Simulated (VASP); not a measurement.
Level of theory: PBEsol GGA, VASP's PBE PAW potentials (set 64) (plane waves; VASP).

VASP input:

### POSCAR
```
Re
1
    0.0000000000     1.9750000000     1.9750000000
    1.9750000000     0.0000000000     1.9750000000
    1.9750000000     1.9750000000     0.0000000000
Re
1
Direct
  0.0000000000   0.0000000000   0.0000000000
```

### INCAR
```
LWAVE  =  F
EDIFFG  =  -0.01   ! ionic stop
NSW  =  60   ! most ionic steps
LCHARG  =  F
SYSTEM  =  Re
SIGMA  =  0.1   ! width (eV)
LASPH  =  T   ! aspherical one-centre terms
PREC  =  Accurate
ISMEAR  =  1
LMAXMIX  =  6   ! l cut-off of mixed one-centre charges
ENCUT  =  400   ! plane-wave cut-off (eV)
NELM  =  100   ! most electronic steps
LREAL  =  F
EDIFF  =  1E-6
ISIF  =  3
ALGO  =  Normal
GGA  =  PS   ! PBEsol
IBRION  =  2
```

**KPOINTS**
```
K-points
0
G
14 14 14
0 0 0
```

POTCAR, in this order: Re (PBE.64 set). Program: vasp_std.

What VASP printed:

### OSZICAR
```
...
DAV:   6    -0.245303914813E+02   -0.12305E+02   -0.12227E+02  2100   0.649E-01    0.515E-01
DAV:   7    -0.122258905804E+02    0.12305E+02   -0.43759E+01  1540   0.507E+00    0.123E-01
DAV:   8    -0.122259238950E+02   -0.33315E-04   -0.18684E-05  1610   0.208E-01    0.989E-03
DAV:   9    -0.563617737592E+03   -0.55139E+03   -0.55126E+03  1708   0.730E-02    0.206E+00
DAV:  10    -0.168024103352E+02    0.54682E+03   -0.99552E+01   938   0.670E+00    0.368E-01
DAV:  11    -0.122259270080E+02    0.45765E+01   -0.20615E+01  1666   0.331E+00    0.383E-02
DAV:  12    -0.122259242071E+02    0.28008E-05    0.94569E-03  1316   0.666E-02    0.784E-03
DAV:  13    -0.901287072485E+03   -0.88906E+03   -0.88900E+03   791   0.373E-03    0.421E+00
DAV:  14    -0.122259206431E+02    0.88906E+03   -0.41701E+01  1057   0.684E+00    0.522E-02
DAV:  15    -0.270771692837E+03   -0.25855E+03   -0.25848E+03   770   0.276E-02    0.420E+00
DAV:  16    -0.205858775579E+05   -0.20315E+05   -0.20578E+05   903   0.812E+00    0.128E+00
DAV:  17    -0.151943312159E+03    0.20434E+05   -0.14605E+03   875   0.734E+00    0.565E+00
DAV:  18    -0.255673988204E+05   -0.25415E+05   -0.25558E+05  2205   0.690E+00    0.215E+00
DAV:  19    -0.301136050279E+03    0.25266E+05   -0.29521E+03  2282   0.890E+00    0.176E+01
DAV:  20    -0.121959704460E+02    0.28894E+03   -0.74087E+01  2415   0.190E+01    0.297E-01
DAV:  21    -0.279196181075E+02   -0.15724E+02   -0.15696E+02  2275   0.897E-02    0.817E-02
DAV:  22    -0.210819187035E+06   -0.21079E+06   -0.21081E+06  2226   0.123E+00    0.113E+01
DAV:  23    -0.121615311352E+02    0.21081E+06   -0.89402E+01  1960   0.192E+01    0.194E-01
DAV:  24    -0.290775365577E+04   -0.28956E+04   -0.28395E+04  1981   0.112E-01    0.106E+01
DAV:  25    -0.284337812366E+03    0.26234E+04   -0.27784E+03  2072   0.153E+01    0.297E+00
DAV:  26    -0.842194325766E+04   -0.81376E+04   -0.83757E+04  1589   0.688E+00    0.196E+01
DAV:  27    -0.281572814236E+07   -0.28073E+07   -0.28157E+07  1561   0.240E+01    0.655E+01
DAV:  28    -0.200975925741E+08   -0.17282E+08   -0.20098E+08  2233   0.399E+01    0.901E+01
DAV:  29    -0.362851044187E+08   -0.16188E+08   -0.36285E+08  2415   0.453E+01    0.358E+01
DAV:  30    -0.551494637204E+08   -0.18864E+08   -0.55149E+08  1778   0.380E+01    0.540E+01
DAV:  31    -0.313467698996E+08    0.23803E+08   -0.31347E+08  1799   0.421E+01    0.452E+01
DAV:  32    -0.161666455265E+09   -0.13032E+09   -0.16167E+09  2261   0.410E+01    0.518E+01
DAV:  33    -0.230187957716E+09   -0.68522E+08   -0.23019E+09  2317   0.419E+01    0.492E+01
DAV:  34    -0.270105017022E+08    0.20318E+09   -0.27011E+08  1820   0.433E+01    0.554E+01
DAV:  35    -0.206800305023E+09   -0.17979E+09   -0.20680E+09  2373   0.437E+01    0.459E+01
DAV:  36    -0.612086983140E+08    0.14559E+09   -0.61209E+08  2268   0.407E+01    0.419E+01
DAV:  37    -0.111337017676E+08    0.50075E+08   -0.11134E+08  1778   0.413E+01    0.349E+01
DAV:  38    -0.160046158323E+08   -0.48709E+07   -0.16005E+08  1596   0.379E+01    0.501E+01
DAV:  39    -0.297747424579E+08   -0.13770E+08   -0.29775E+08  2317   0.460E+01    0.586E+01
DAV:  40    -0.862319363648E+08   -0.56457E+08   -0.86232E+08  2331   0.557E+01    0.492E+01
DAV:  41    -0.841154347252E+07    0.77820E+08   -0.84116E+07  1918   0.441E+01    0.383E+01
DAV:  42    -0.147627261751E+08   -0.63512E+07   -0.14763E+08  2212   0.437E+01    0.599E+01
DAV:  43    -0.340093370475E+09   -0.32533E+09   -0.34009E+09  2044   0.511E+01    0.564E+01
DAV:  44    -0.299417243880E+08    0.31015E+09   -0.29942E+08  2401   0.534E+01    0.646E+01
DAV:  45    -0.939458980293E+08   -0.64004E+08   -0.93946E+08  2247   0.563E+01    0.741E+01
DAV:  46    -0.546304947485E+08    0.39315E+08   -0.54631E+08  2184   0.607E+01    0.706E+01
DAV:  47    -0.576913549679E+08   -0.30609E+07   -0.57691E+08  1743   0.636E+01    0.918E+01
DAV:  48    -0.252754460996E+09   -0.19506E+09   -0.25275E+09  1792   0.659E+01    0.607E+01
DAV:  49    -0.507864475265E+08    0.20197E+09   -0.50786E+08  1666   0.586E+01    0.821E+01
DAV:  50    -0.533917758489E+08   -0.26053E+07   -0.53392E+08  1729   0.641E+01    0.769E+01
DAV:  51    -0.965032146604E+08   -0.43111E+08   -0.96503E+08  2310   0.625E+01    0.678E+01
DAV:  52    -0.165918034657E+09   -0.69415E+08   -0.16592E+09  1554   0.630E+01    0.681E+01
DAV:  53    -0.147453725338E+09    0.18464E+08   -0.14745E+09  1596   0.608E+01    0.615E+01
DAV:  54    -0.356942157840E+08    0.11176E+09   -0.35694E+08  2016   0.601E+01    0.816E+01
DAV:  55    -0.821312036673E+08   -0.46437E+08   -0.82131E+08  2492   0.639E+01    0.745E+01
DAV:  56    -0.300259437178E+09   -0.21813E+09   -0.30026E+09  1540   0.644E+01    0.589E+01
DAV:  57    -0.114884919381E+09    0.18537E+09   -0.11488E+09  1638   0.590E+01    0.631E+01
DAV:  58    -0.238118202065E+09   -0.12323E+09   -0.23812E+09  2233   0.598E+01    0.720E+01
DAV:  59    -0.564460618557E+08    0.18167E+09   -0.56446E+08  2184   0.642E+01    0.754E+01
DAV:  60    -0.379632098819E+08    0.18483E+08   -0.37963E+08  2044   0.623E+01    0.692E+01
DAV:  61    -0.207184377913E+09   -0.16922E+09   -0.20718E+09  2296   0.615E+01    0.786E+01
DAV:  62    -0.345327510746E+08    0.17265E+09   -0.34533E+08  2352   0.633E+01    0.846E+01
DAV:  63    -0.799066632768E+08   -0.45374E+08   -0.79907E+08  1561   0.697E+01    0.101E+02
DAV:  64    -0.181926477411E+09   -0.10202E+09   -0.18193E+09  1897   0.672E+01    0.948E+01
DAV:  65    -0.203025921723E+09   -0.21099E+08   -0.20303E+09  2331   0.684E+01    0.611E+01
DAV:  66    -0.307636879771E+09   -0.10461E+09   -0.30764E+09  1925   0.637E+01    0.884E+01
DAV:  67    -0.615494393070E+08    0.24609E+09   -0.61549E+08  2485   0.691E+01    0.981E+01
DAV:  68    -0.191388348350E+09   -0.12984E+09   -0.19139E+09  1127   0.675E+01    0.830E+01
DAV:  69    -0.226996712887E+09   -0.35608E+08   -0.22700E+09  2513   0.685E+01    0.731E+01
DAV:  70    -0.564145468708E+08    0.17058E+09   -0.56415E+08  2163   0.636E+01    0.828E+01
DAV:  71    -0.149603136002E+09   -0.93189E+08   -0.14960E+09  2373   0.651E+01    0.748E+01
DAV:  72    -0.180567913230E+09   -0.30965E+08   -0.18057E+09  2443   0.691E+01    0.102E+02
DAV:  73    -0.555227096273E+09   -0.37466E+09   -0.55523E+09  1610   0.716E+01    0.824E+01
DAV:  74    -0.184542466818E+09    0.37068E+09   -0.18454E+09  2366   0.682E+01    0.134E+02
DAV:  75    -0.521388131759E+09   -0.33685E+09   -0.52139E+09  2261   0.772E+01    0.116E+02
DAV:  76    -0.174547183710E+09    0.34684E+09   -0.17455E+09  1897   0.717E+01    0.147E+02
DAV:  77    -0.105848767013E+09    0.68698E+08   -0.10585E+09  2163   0.792E+01    0.927E+01
DAV:  78    -0.367041788827E+09   -0.26119E+09   -0.36704E+09  1064   0.658E+01    0.146E+02
DAV:  79    -0.813577470247E+09   -0.44654E+09   -0.81358E+09  1778   0.815E+01    0.111E+02
DAV:  80    -0.368306701593E+09    0.44527E+09   -0.36831E+09  2408   0.815E+01    0.124E+02
DAV:  81    -0.249936848608E+10   -0.21311E+10   -0.24994E+10  1771   0.708E+01    0.677E+01
DAV:  82    -0.150598367379E+09    0.23488E+10   -0.15060E+09  1673   0.651E+01    0.153E+02
DAV:  83    -0.352762110735E+09   -0.20216E+09   -0.35276E+09  1666   0.764E+01    0.862E+01
DAV:  84    -0.190919734411E+09    0.16184E+09   -0.19092E+09  2436   0.676E+01    0.905E+01
DAV:  85    -0.116389858926E+09    0.74530E+08   -0.11639E+09  1876   0.719E+01    0.977E+01
DAV:  86    -0.390228059581E+09   -0.27384E+09   -0.39023E+09  2142   0.703E+01    0.108E+02
DAV:  87    -0.136045552769E+09    0.25418E+09   -0.13605E+09  2366   0.782E+01    0.110E+02
DAV:  88    -0.461289708873E+09   -0.32524E+09   -0.46129E+09  1183   0.818E+01    0.977E+01
DAV:  89    -0.132741832693E+09    0.32855E+09   -0.13274E+09  1750   0.744E+01    0.905E+01
DAV:  90    -0.225646805865E+09   -0.92905E+08   -0.22565E+09  1603   0.843E+01    0.148E+02
DAV:  91    -0.226061430280E+09   -0.41462E+06   -0.22606E+09  2471   0.834E+01    0.207E+02
DAV:  92    -0.263235899578E+10   -0.24063E+10   -0.26324E+10  1841   0.104E+02    0.200E+02
DAV:  93    -0.622391800869E+09    0.20100E+10   -0.62239E+09  2219   0.104E+02    0.244E+02
DAV:  94    -0.326471036645E+09    0.29592E+09   -0.32647E+09  2002   0.938E+01    0.310E+02
DAV:  95    -0.494411034259E+08    0.27703E+09   -0.49441E+08  2324   0.106E+02    0.743E+02
```

File OUTCAR:
```
------------------------ aborting loop because EDIFF is reached ----------------------------------------
  FORCE on cell =-STRESS in cart. coord.  units (eV):
  Direction    XX          YY          ZZ          XY          YZ          ZX
  --------------------------------------------------------------------------------------
  Total       -1.8243335     -1.8243335     -1.8243335     -0.0000000     -0.0000000     -0.0000000
  in kB     -189.7070731   -189.7070731   -189.7070731     -0.0000000     -0.0000000     -0.0000000
  external PRESSURE =    -189.7070731 kB  Pullay stress =       0.0000000 kB
  volume of cell :       15.41
      direct lattice vectors                 reciprocal lattice vectors
     0.000000000  1.975000000  1.975000000    -0.253164557  0.253164557  0.253164557
     1.975000000  0.000000000  1.975000000     0.253164557 -0.253164557  0.253164557
     1.975000000  1.975000000  0.000000000     0.253164557  0.253164557 -0.253164557
 POSITION                                       TOTAL-FORCE (eV/Angst)
 -----------------------------------------------------------------------------------
      0.00000      0.00000      0.00000         0.000000      0.000000      0.000000
 -----------------------------------------------------------------------------------
    total drift:                                0.000000     -0.000000      0.000000
  FREE ENERGIE OF THE ION-ELECTRON SYSTEM (eV)
  ---------------------------------------------------
  free  energy   TOTEN  =       -13.2443369042 eV

  energy  without entropy=      -13.2429534435  energy(sigma->0) =      -13.24387575
```
(Selected blocks of OUTCAR.)

**stdout**
```
...
 WARNING: Sub-Space-Matrix is not hermitian in DAV            3
  -3.52129164262188
 WARNING: Sub-Space-Matrix is not hermitian in DAV            4
 -2.046165482142354E-002
 WARNING: Sub-Space-Matrix is not hermitian in DAV            5
  5.350926605932001E-002
 WARNING: Sub-Space-Matrix is not hermitian in DAV            6
 -2.717535374883526E-002
 WARNING: Sub-Space-Matrix is not hermitian in DAV            7
 -2.414771204484179E-002
 WARNING: Sub-Space-Matrix is not hermitian in DAV            8
  0.418093693736664
 WARNING: Sub-Space-Matrix is not hermitian in DAV            9
  -3.98254934966551
 WARNING: Sub-Space-Matrix is not hermitian in DAV           10
  0.325742619299342
 WARNING: Sub-Space-Matrix is not hermitian in DAV           11
  0.820099234593412
 WARNING: Sub-Space-Matrix is not hermitian in DAV           12
   2.92439194606797
 WARNING: Sub-Space-Matrix is not hermitian in DAV           13
   4.57143658162711
 WARNING: Sub-Space-Matrix is not hermitian in DAV           14
  -6.85125991091191

 -----------------------------------------------------------------------------
|                                                                             |
|     EEEEEEE  RRRRRR   RRRRRR   OOOOOOO  RRRRRR      ###     ###     ###     |
|     E        R     R  R     R  O     O  R     R     ###     ###     ###     |
|     E        R     R  R     R  O     O  R     R     ###     ###     ###     |
|     EEEEE    RRRRRR   RRRRRR   O     O  RRRRRR       #       #       #      |
|     E        R   R    R   R    O     O  R   R                               |
|     E        R    R   R    R   O     O  R    R      ###     ###     ###     |
|     EEEEEEE  R     R  R     R  OOOOOOO  R     R     ###     ###     ###     |
|                                                                             |
|     EDDAV: Call to ZHEGV failed. Returncode = 14 2 14                       |
|                                                                             |
|       ---->  I REFUSE TO CONTINUE WITH THIS SICK JOB ... BYE!!! <----       |
|                                                                             |
 -----------------------------------------------------------------------------
```

VASP stops with an error: EDDAV: Call to ZHEGV failed. Returncode = 14 2 14 ----> I REFUSE TO CONTINUE WITH THIS SICK JOB ... BYE!!! <----

The run did not end as a converged relaxation.

The structure comes from a measured Re entry (Fm-3m) of the Crystallography Open Database, whose conditions weren't checked. The cell was not relaxed at this level.
